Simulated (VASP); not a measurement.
VASP input:

### KPOINTS
```
Regular mesh
0
G
9 9 9
0 0 0
```

**INCAR**
```
# general
SYSTEM =TiAl
PREC   =Accurate
ENCUT  =400
LREAL  =F
LASPH  =T

# electronic loop
EDIFF  =1E-6
NELM   =100
ALGO   =Normal
LMAXMIX=4
LMIXTAU=T

# smearing
ISMEAR =1
SIGMA  =0.1

# functional
METAGGA=R2SCAN

# ions
IBRION =2
NSW    =60
ISIF   =3
EDIFFG =-0.01

# output
LWAVE  =F
LCHARG =F
```

### POSCAR
```
TiAl
1
    0.0000000000     3.2447090000     3.2447090000
    3.2447090000     0.0000000000     3.2447090000
    3.2447090000     3.2447090000     0.0000000000
Ti Al
1 1
Direct
  0.0000000000   0.0000000000   0.0000000000
  0.2500000000   0.2500000000   0.2500000000
```

POTCAR, in this order: Ti_sv Al (PBE.64 set). Program: vasp_std.

Q: Write an equivalent input for Ansatz.

A: One equivalent input (not run):
Ansatz 0.2 input:
```yaml
crystal:
  lattice:
    - [0.0000000, 3.2447090, 3.2447090]
    - [3.2447090, 0.0000000, 3.2447090]
    - [3.2447090, 3.2447090, 0.0000000]
  atoms:
    - { symbol: Ti, position: [0.0000000, 0.0000000, 0.0000000] }
    - { symbol: Al, position: [0.2500000, 0.2500000, 0.2500000] }
kpoints:
  mp_grid: { grid: [9, 9, 9] }
hamiltonian:
  xc: r2scan
  pseudopotentials: { kind: paw }
scf:
  occupations: { method: methfessel_paxton, width: 0.1 }
  max_iter: 100
relax:
  max_steps: 60
  f_tol: 0.01
  cell: {}
output: { forces: true, stress: true, eigenvalues: true }
```
The two are equivalent in intent, not identical: each code has its own PAW files, so the cut-off isn't converted (ENCUT is set for VASP's; basis.ecutwfc is left out, and Ansatz then takes the one that its files recommend); Ansatz stops its SCF on the density residual and VASP on the energy change (EDIFF).

The structure was generated: TiAl was put into the zinc blende type (F-43m), which need not be its known phase. This run relaxes it. Symmetry was kept, so distortions that lower it aren't found.
